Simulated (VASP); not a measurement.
# Bi2Te3 (Tellurobismuthite): accuracy against cost in the k-mesh and plane-wave cutoff

How sensitive are energy, pressure and forces of Bi2Te3 (Tellurobismuthite) to the k-mesh and plane-wave cutoff? The series runs use PBE. The k-mesh tried: 2 2 2; 3 3 3; 4 4 4; 5 5 5; 7 7 7; 9 9 9; 11 11 11. The plane-wave cutoff tried: ENCUT = 150; ENCUT = 180; ENCUT = 220; ENCUT = 240; ENCUT = 280; ENCUT = 320; ENCUT = 390; ENCUT = 490. The start is a cell from a database of measured crystal structures.

Main program and level: VASP 6.6.1; PBE; plane waves and PAW (Bi_d, Te).

### 1. The starting structure

The structure is trigonal, space group R-3m (No. 166). Conventional cell: a = 4.386 Å, b = 4.386 Å, c = 30.497 Å, α = 90.00°, β = 90.00°, γ = 120.00°. Nearest to Bi lie 6 Te at 3.07 to 3.25 Å. Nearest to Te lie 6 Bi at 3.25 Å. Te has 3 Bi at 3.07 Å nearest. Farther neighbours and most contacts between anions are not listed.

### 2. K-mesh: 2 2 2

The sum over the zone converges with the mesh, fast for insulators and slowly for metals. PBE, the usual starting point, adds the gradient of the density.

The input, INCAR:

```
SYSTEM = Bi2Te3
PREC = Accurate
ENCUT = 400
EDIFF = 1E-06
NELM = 100
ISMEAR = -1
SIGMA = 0.05
LREAL = .FALSE.
ALGO = Normal
GGA = PE
NBANDS = 30
LORBIT = 11
LWAVE = .FALSE.
LCHARG = .FALSE.
NCORE = 4
ISIF = 2
```

The input, POSCAR:

```
Bi2Te3
1.0
   -4.3860000000      0.0000000000      0.0000000000
    2.1930000000     -3.7983874210      0.0000000000
    2.1930000000      1.2661291403     10.1656666667
Bi Te
2 3
Direct
    0.8000000000      0.4000000000      0.2000000000
    0.2000000000      0.6000000000      0.8000000000
    0.0000000000      0.0000000000      0.0000000000
    0.4190000000      0.2095000000      0.6285000000
    0.5810000000      0.7905000000      0.3715000000
```

The input, KPOINTS:

```
Automatic mesh
0
Gamma
2 2 2
0 0 0
```

The projector-augmented-wave data sets are Bi_d and Te (PBE family, release 64).

Command:

```console
> mpirun -np 4 vasp_std
```

What it wrote:

```text
[banner, memory and clock lines left out]
running    4 mpi-ranks, on    1 nodes
 distrk:  each k-point on    4 cores,    1 groups
 distr:  one band on    4 cores,    1 groups

 POSCAR found type information on POSCAR BiTe
 POSCAR found :  2 types and       5 ions
 LDA part: xc-table for (Slater+PW92), standard interpolation
 POSCAR, INCAR and KPOINTS ok, starting setup
 FFT: planning ... GRIDC
 FFT: planning ... GRID_SOFT
 FFT: planning ... GRID
 WAVECAR not read
 entering main loop
       N       E                     dE             d eps       ncg     rms          rms(c)
DAV:   1     0.393807832307E+03    0.39381E+03   -0.19222E+04   240   0.129E+03
DAV:   2     0.250553763808E+02   -0.36875E+03   -0.35631E+03   260   0.356E+02
DAV:   3    -0.157154896617E+02   -0.40771E+02   -0.38837E+02   322   0.133E+02
DAV:   4    -0.173683825867E+02   -0.16529E+01   -0.16332E+01   246   0.280E+01
DAV:   5    -0.174467130962E+02   -0.78331E-01   -0.78268E-01   334   0.620E+00    0.825E+00
DAV:   6    -0.170953564977E+02    0.35136E+00   -0.69914E-01   268   0.516E+00    0.637E+00
DAV:   7    -0.170989411770E+02   -0.35847E-02   -0.28722E-01   284   0.227E+00    0.148E+00
DAV:   8    -0.171026686582E+02   -0.37275E-02   -0.37058E-02   258   0.997E-01    0.739E-01
DAV:   9    -0.171030361239E+02   -0.36747E-03   -0.47926E-03   274   0.440E-01    0.410E-01
DAV:  10    -0.171036745442E+02   -0.63842E-03   -0.17215E-03   252   0.226E-01    0.108E-01
DAV:  11    -0.171036882493E+02   -0.13705E-04   -0.18030E-04   268   0.920E-02    0.610E-02
DAV:  12    -0.171037027843E+02   -0.14535E-04   -0.48034E-05   288   0.360E-02    0.307E-02
DAV:  13    -0.171037136654E+02   -0.10881E-04   -0.20017E-05   208   0.260E-02    0.139E-02
DAV:  14    -0.171037139259E+02   -0.26050E-06   -0.21210E-06   224   0.907E-03
   1 F= -.17103714E+02 E0= -.17100614E+02  d E =-.620030E-02
```

Run time: 5.4 s. Hardware: 4 MPI ranks of Intel Xeon Platinum 8259CL at 2.50GHz (Skylake/Cascade Lake), shared host; peak memory 0.53 GiB.

The logs omit lines about the potential files and the build; timing stands in the text.

From OUTCAR (step 2):

```text
ion  position               nearest neighbor table
   1  0.800  0.400  0.200-   5 3.07   5 3.07   5 3.07   3 3.25   3 3.25   3 3.25
   2  0.200  0.600  0.800-   4 3.07   4 3.07   4 3.07   3 3.25   3 3.25   3 3.25
   3  0.000  0.000  0.000-   2 3.25   1 3.25   1 3.25   2 3.25   1 3.25   2 3.25
   4  0.419  0.209  0.629-   2 3.07   2 3.07   2 3.07   5 3.64   5 3.64   5 3.64
   5  0.581  0.791  0.371-   1 3.07   1 3.07   1 3.07   4 3.64   4 3.64   4 3.64

  LATTYP: Found a trigonal (rhomboedric) cell.
 ALAT       =    10.4763118882
 COS(alpha) =     0.9123624111

 Subroutine GETGRP returns: Found 12 space group operations
 (whereof 12 operations were pure point group operations)

The static configuration has the point symmetry D_3d.

 Found      4 irreducible k-points:

   k-points           NKPTS =      4   k-points in BZ     NKDIM =      4   number of bands    NBANDS=     30

   dimension x,y,z NGX =    30 NGY =   30 NGZ =   70
   dimension x,y,z NGXF=    60 NGYF=   60 NGZF=  140

   ENCUT  =  400.0 eV  29.40 Ry    5.42 a.u.   7.15  7.15 17.08*2*pi/ulx,y,z

   NELECT =      48.0000    total number of electrons

 k-points in reciprocal lattice and weights: Automatic mesh
   0.00000000  0.00000000  0.00000000       0.125
   0.50000000  0.00000000  0.00000000       0.375
   0.00000000  0.50000000  0.00000000       0.375
   0.00000000  0.00000000  0.50000000       0.125

 average (electrostatic) potential at core
       1-105.1378       2-105.1378       3 -87.8381       4 -88.0230       5 -88.0230

 E-fermi :   6.4151

 k-point     1 :       0.0000    0.0000    0.0000
  band No.  band energies     occupation
    ...
     20       4.5621      2.00000
     21       4.5621      2.00000
     22       5.4177      2.00000
     23       5.4177      2.00000
     24       6.2831      1.86683
     25       6.5478      0.13135
     26       6.8962      0.00013
     27       6.8962      0.00013
     28       8.2344      0.00000
     29       8.3666      0.00000
    ...

 k-point     2 :       0.5000    0.0000    0.0000
  band No.  band energies     occupation
    ...
     20       3.9107      2.00000
     21       4.2784      2.00000
     22       4.4468      2.00000
     23       4.7243      2.00000
     24       5.3204      2.00000
     25       7.0977      0.00000
     26       7.7851      0.00000
     27       8.3079      0.00000
     28       8.9083      0.00000
     29       8.9829      0.00000
    ...

 k-point     3 :       0.0000    0.5000    0.0000
  band No.  band energies     occupation
    ...
     20       3.1166      2.00000
     21       3.3532      2.00000
     22       3.8495      2.00000
     23       5.3671      2.00000
     24       5.7749      1.99999
     25       6.8270      0.00053
     26       7.3014      0.00000
     27       9.0134      0.00000
     28       9.0415      0.00000
     29       9.5819      0.00000
    ...

  Total        7.1556609      7.1556609     -0.8864208      0.0000000      0.0000000      0.0000000
  in kB       67.6949988     67.6949988     -8.3858438      0.0000000      0.0000000      0.0000000
  external PRESSURE =      42.3347179 kB  Pullay stress =       0.0000000 kB

  energy-cutoff  :      400.00
  volume of cell :      169.36
      direct lattice vectors                 reciprocal lattice vectors
    -4.386000000  0.000000000  0.000000000    -0.227998176 -0.131634808  0.065580221
     2.193000000 -3.798387421  0.000000000     0.000000000 -0.263269617  0.032790111
     2.193000000  1.266129140 10.165666667     0.000000000  0.000000000  0.098370332

 POSITION                                       TOTAL-FORCE (eV/Angst)
 -----------------------------------------------------------------------------------
     -2.19300     -1.26613      2.03313         0.000000     -0.000000      0.199104
      2.19300     -1.26613      8.13253        -0.000000      0.000000     -0.199104
      0.00000      0.00000      0.00000        -0.000000      0.000000      0.000000
      0.00000     -0.00000      6.38912         0.000000     -0.000000      0.695168
     -0.00000     -2.53226      3.77655        -0.000000      0.000000     -0.695168
 -----------------------------------------------------------------------------------
    total drift:                               -0.000000     -0.000000     -0.000000

  FREE ENERGIE OF THE ION-ELECTRON SYSTEM (eV)
  ---------------------------------------------------
  free  energy   TOTEN  =       -17.1037139259 eV

  energy  without entropy=      -17.0975136268  energy(sigma->0) =      -17.10061378

 total charge
# of ion       s       p       d       tot
------------------------------------------
    1        1.602   1.129   9.950  12.681
    2        1.602   1.129   9.950  12.681
    3        1.382   2.007   0.019   3.408
    4        1.407   1.942   0.022   3.371
    5        1.407   1.942   0.022   3.371
--------------------------------------------------
tot          7.399   8.148  19.963  35.510

[... 1 further part left out ...]
```

The gap is read on the k-mesh alone, so it is an upper bound where the band edges lie off the mesh. Spin-orbit coupling is off here; with elements this heavy it splits and shifts levels by tenths of an eV or more.

This step gave:

* SCF cycles: 14
* electrons: 48
* bands: 30
* irreducible k-points: 4
* symmetry operations: 12
* free energy (TOTEN): -17.10 eV
* energy at zero smearing: -17.10 eV
* Fermi energy: 6.415 eV
* pressure: 4.233 GPa
* metallic: no
* valence top at k: 0, 0, 0
* conduction bottom at k: 0, 0, 0
* least direct gap at k: 0, 0, 0
* gap on the k-mesh: 0.2647 eV
* least direct gap on the k-mesh: 0.2647 eV

The series starts at -3.4201 eV an atom and 4.23 GPa, after 14 cycles in 5.4 s.

### 3. K-mesh: 3 3 3

INCAR, as its differences from that of step 2:

```diff
@@ -14,3 +14,4 @@
 LCHARG = .FALSE.
-NCORE = 4
+KPAR = 2
+NCORE = 2
 ISIF = 2
```

POSCAR is that of step 2.

The input, KPOINTS:

```
Automatic mesh
0
Gamma
3 3 3
0 0 0
```

Command:

```console
> mpirun -np 4 vasp_std
```

What it wrote:

```text
[banner, memory and clock lines left out]
running    4 mpi-ranks, on    1 nodes
[...]
LDA part: xc-table for (Slater+PW92), standard interpolation
 POSCAR, INCAR and KPOINTS ok, starting setup
[...]
entering main loop
       N       E                     dE             d eps       ncg     rms          rms(c)
DAV:   1     0.397832573009E+03    0.39783E+03   -0.18968E+04   360   0.128E+03
DAV:   2     0.215359123719E+02   -0.37630E+03   -0.36260E+03   398   0.357E+02
DAV:   3    -0.170888437175E+02   -0.38625E+02   -0.37578E+02   472   0.132E+02
DAV:   4    -0.185018953777E+02   -0.14131E+01   -0.14037E+01   438   0.271E+01
[...]
DAV:  12    -0.182871863446E+02   -0.53008E-05   -0.17571E-05   358   0.240E-02    0.199E-02
DAV:  13    -0.182871884711E+02   -0.21266E-05   -0.67155E-06   338   0.148E-02    0.671E-03
DAV:  14    -0.182871887127E+02   -0.24153E-06   -0.44675E-07   216   0.525E-03
   1 F= -.18287189E+02 E0= -.18286468E+02  d E =-.144120E-02
```

Wall time 10 s (4 MPI ranks); peak memory 0.68 GiB.

OUTCAR, selected parts (step 3):

```text
  Total        2.5160627      2.5160627      1.2194317      0.0000000     -0.0000000      0.0000000
  in kB       23.8028128     23.8028128     11.5362404      0.0000000     -0.0000000      0.0000000
  external PRESSURE =      19.7139553 kB  Pullay stress =       0.0000000 kB

 POSITION                                       TOTAL-FORCE (eV/Angst)
 -----------------------------------------------------------------------------------
     -2.19300     -1.26613      2.03313        -0.000000     -0.000000      0.039686
      2.19300     -1.26613      8.13253         0.000000      0.000000     -0.039686
      0.00000      0.00000      0.00000         0.000000      0.000000      0.000000
      0.00000     -0.00000      6.38912         0.000000     -0.000000      0.143941
     -0.00000     -2.53226      3.77655        -0.000000      0.000000     -0.143941
 -----------------------------------------------------------------------------------
    total drift:                               -0.000000     -0.000000     -0.000000

  FREE ENERGIE OF THE ION-ELECTRON SYSTEM (eV)
  ---------------------------------------------------
  free  energy   TOTEN  =       -18.2871887127 eV

  energy  without entropy=      -18.2857475131  energy(sigma->0) =      -18.28646811

[... 1 part as in an earlier step ...]

[... 2 further parts left out ...]
[key lines of the parts left out:]
E-fermi :   6.3654
```

Against the run before the energy moves by -237.17 meV an atom and the pressure by -2.26 GPa, after 14 cycles in 10 s.

### 4. K-mesh: 4 4 4

INCAR, as its differences from that of step 3:

```diff
@@ -14,4 +14,3 @@
 LCHARG = .FALSE.
-KPAR = 2
-NCORE = 2
+KPAR = 4
 ISIF = 2
```

POSCAR is that of step 3.

The input, KPOINTS:

```
Automatic mesh
0
Gamma
4 4 4
0 0 0
```

Command:

```console
> mpirun -np 4 vasp_std
```

What it wrote:

```text
[banner, memory and clock lines left out]
running    4 mpi-ranks, on    1 nodes
[...]
LDA part: xc-table for (Slater+PW92), standard interpolation
 POSCAR, INCAR and KPOINTS ok, starting setup
[...]
entering main loop
       N       E                     dE             d eps       ncg     rms          rms(c)
DAV:   1     0.394308636512E+03    0.39431E+03   -0.18970E+04   780   0.128E+03
DAV:   2     0.204683636279E+02   -0.37384E+03   -0.36073E+03   864   0.351E+02
DAV:   3    -0.170538147030E+02   -0.37522E+02   -0.36288E+02   978   0.130E+02
DAV:   4    -0.185290691462E+02   -0.14753E+01   -0.14650E+01   880   0.288E+01
[...]
DAV:  12    -0.183360474448E+02   -0.63549E-05   -0.12771E-05   814   0.182E-02    0.185E-02
DAV:  13    -0.183360488875E+02   -0.14427E-05   -0.46719E-06   744   0.115E-02    0.348E-03
DAV:  14    -0.183360489767E+02   -0.89226E-07   -0.39960E-07   492   0.488E-03
   1 F= -.18336049E+02 E0= -.18335697E+02  d E =-.703267E-03
```

Wall time 18 s (4 MPI ranks); peak memory 0.98 GiB; 64 s of CPU time.

From OUTCAR (step 4):

```text
  Total        2.0338248      2.0338248      1.7089164     -0.0000000     -0.0000000      0.0000000
  in kB       19.2406779     19.2406779     16.1669330     -0.0000000     -0.0000000      0.0000000
  external PRESSURE =      18.2160963 kB  Pullay stress =       0.0000000 kB

 POSITION                                       TOTAL-FORCE (eV/Angst)
 -----------------------------------------------------------------------------------
     -2.19300     -1.26613      2.03313         0.000000     -0.000000      0.000846
      2.19300     -1.26613      8.13253         0.000000      0.000000     -0.000846
      0.00000      0.00000      0.00000         0.000000      0.000000      0.000000
      0.00000     -0.00000      6.38912        -0.000000     -0.000000      0.049219
     -0.00000     -2.53226      3.77655        -0.000000      0.000000     -0.049219
 -----------------------------------------------------------------------------------
    total drift:                               -0.000000     -0.000000     -0.000000

  FREE ENERGIE OF THE ION-ELECTRON SYSTEM (eV)
  ---------------------------------------------------
  free  energy   TOTEN  =       -18.3360489767 eV

  energy  without entropy=      -18.3353457094  energy(sigma->0) =      -18.33569734

[... 1 part as in an earlier step ...]

[... 2 further parts left out ...]
[key lines of the parts left out:]
E-fermi :   6.3640
```

Against the run before the energy moves by -9.85 meV an atom and the pressure by -0.15 GPa, after 14 cycles in 18 s.

### 5. K-mesh: 5 5 5

INCAR is that of step 4.

POSCAR is that of step 4.

The input, KPOINTS:

```
Automatic mesh
0
Gamma
5 5 5
0 0 0
```

Command:

```console
> mpirun -np 4 vasp_std
```

What it wrote:

```text
[... set-up lines as in an earlier step ...]
 entering main loop
       N       E                     dE             d eps       ncg     rms          rms(c)
DAV:   1     0.391831514712E+03    0.39183E+03   -0.19053E+04  1140   0.127E+03
DAV:   2     0.217451260862E+02   -0.37009E+03   -0.35651E+03  1224   0.352E+02
DAV:   3    -0.170786394263E+02   -0.38824E+02   -0.37349E+02  1466   0.131E+02
DAV:   4    -0.185391764224E+02   -0.14605E+01   -0.14515E+01  1316   0.279E+01
[...]
DAV:  12    -0.183348175551E+02   -0.66248E-05   -0.12693E-05  1162   0.183E-02    0.200E-02
DAV:  13    -0.183348193184E+02   -0.17633E-05   -0.52500E-06  1110   0.118E-02    0.384E-03
DAV:  14    -0.183348193606E+02   -0.42227E-07   -0.46657E-07   732   0.530E-03
   1 F= -.18334819E+02 E0= -.18334630E+02  d E =-.378924E-03
```

The job ended after 22 s (4 MPI ranks; peak memory 1 GiB; 78 s of CPU time).

From OUTCAR (step 5):

```text
  Total        2.0139616      2.0139616      1.8378095      0.0000000     -0.0000000      0.0000000
  in kB       19.0527656     19.0527656     17.3863059      0.0000000     -0.0000000      0.0000000
  external PRESSURE =      18.4972791 kB  Pullay stress =       0.0000000 kB

 POSITION                                       TOTAL-FORCE (eV/Angst)
 -----------------------------------------------------------------------------------
     -2.19300     -1.26613      2.03313         0.000000     -0.000000      0.001547
      2.19300     -1.26613      8.13253         0.000000      0.000000     -0.001547
      0.00000      0.00000      0.00000         0.000000      0.000000      0.000000
      0.00000     -0.00000      6.38912         0.000000     -0.000000      0.025562
     -0.00000     -2.53226      3.77655        -0.000000      0.000000     -0.025562
 -----------------------------------------------------------------------------------
    total drift:                               -0.000000     -0.000000     -0.000000

  FREE ENERGIE OF THE ION-ELECTRON SYSTEM (eV)
  ---------------------------------------------------
  free  energy   TOTEN  =       -18.3348193606 eV

  energy  without entropy=      -18.3344404367  energy(sigma->0) =      -18.33462990

[... 1 part as in an earlier step ...]

[... 2 further parts left out ...]
[key lines of the parts left out:]
E-fermi :   6.3647
```

Against the run before the energy moves by +0.21 meV an atom and the pressure by +0.03 GPa, after 14 cycles in 22 s.

### 6. K-mesh: 7 7 7

INCAR is that of step 5.

POSCAR is that of step 5.

The input, KPOINTS:

```
Automatic mesh
0
Gamma
7 7 7
0 0 0
```

Command:

```console
> mpirun -np 4 vasp_std
```

What it wrote:

```text
[... set-up lines as in an earlier step ...]
 entering main loop
       N       E                     dE             d eps       ncg     rms          rms(c)
DAV:   1     0.393696103432E+03    0.39370E+03   -0.19001E+04  2648   0.128E+03
DAV:   2     0.218369661490E+02   -0.37186E+03   -0.35873E+03  2852   0.352E+02
DAV:   3    -0.169741298687E+02   -0.38811E+02   -0.37289E+02  3356   0.132E+02
DAV:   4    -0.185317893058E+02   -0.15577E+01   -0.15451E+01  3022   0.287E+01
[...]
DAV:  12    -0.183340195732E+02   -0.60561E-05   -0.11150E-05  2610   0.175E-02    0.183E-02
DAV:  13    -0.183340214532E+02   -0.18800E-05   -0.49664E-06  2558   0.115E-02    0.348E-03
DAV:  14    -0.183340214583E+02   -0.51496E-08   -0.38446E-07  1626   0.509E-03
   1 F= -.18334021E+02 E0= -.18333932E+02  d E =-.179520E-03
```

It took 43 s on 4 MPI ranks; peak memory 1.2 GiB.

From OUTCAR (step 6):

```text
  Total        2.0433966      2.0433966      1.8337140      0.0000000     -0.0000000      0.0000000
  in kB       19.3312307     19.3312307     17.3475614      0.0000000     -0.0000000      0.0000000
  external PRESSURE =      18.6700076 kB  Pullay stress =       0.0000000 kB

 POSITION                                       TOTAL-FORCE (eV/Angst)
 -----------------------------------------------------------------------------------
     -2.19300     -1.26613      2.03313         0.000000     -0.000000      0.025422
      2.19300     -1.26613      8.13253        -0.000000      0.000000     -0.025422
      0.00000      0.00000      0.00000         0.000000      0.000000     -0.000000
      0.00000     -0.00000      6.38912        -0.000000     -0.000000      0.027653
     -0.00000     -2.53226      3.77655         0.000000      0.000000     -0.027653
 -----------------------------------------------------------------------------------
    total drift:                               -0.000000     -0.000000     -0.000000

  FREE ENERGIE OF THE ION-ELECTRON SYSTEM (eV)
  ---------------------------------------------------
  free  energy   TOTEN  =       -18.3340214583 eV

  energy  without entropy=      -18.3338419387  energy(sigma->0) =      -18.33393170

[... 1 part as in an earlier step ...]

[... 2 further parts left out ...]
[key lines of the parts left out:]
E-fermi :   6.3665
```

Against the run before the energy moves by +0.14 meV an atom and the pressure by +0.02 GPa, after 14 cycles in 43 s.

(Continued in part 2 of 3.)

[Lines on the potential files, build, host, timing and source positions are cut from VASP's logs without a mark.]

[Logs are printed without paths, hosts, clocks, repeated set-up lines and the standing remarks that a program may print on its own settings, such as how far it seeks lower states.]

[Hosts, paths, dates, database ids (printed as entryN), source tags and the programs' standing remarks are cut or masked in the printed files.]

[A measured line is paired with the nearest computed mode of its activity, which favours agreement.]
